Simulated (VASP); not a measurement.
```
PbSe
1.0
    0.00000     3.05022     3.05022
    3.05022     0.00000     3.05022
    3.05022     3.05022     0.00000
Pb Se
1 1
Direct
  0.00000   0.00000   0.00000
  0.50000   0.50000   0.50000
```

Method: PBEsol GGA, VASP's PBE PAW potentials (set 64) (plane waves; VASP). Settings: PREC = Normal, EDIFF = 1E-5, 400 eV cut-off, 8×8×8 Γ-centred mesh, Gaussian smearing of 0.050 eV, potentials Pb_d Se.

Unless said otherwise, spin-orbit coupling is left out, though it shifts the bands of the heavy elements here.

**Question.** Estimate the energy per atom (σ→0), band gap (on the k-mesh) with the smallest direct gap where there is one.

**Answer.** 
band gap (on the k-mesh): 0.17 eV
smallest direct gap (on the k-mesh): 0.17 eV
energy per atom (σ→0): -4.459 eV/atom

Total energies compare only between runs with the same potentials, cut-off and functional.

The compound is PbSe in the rock salt structure. It was relaxed first.
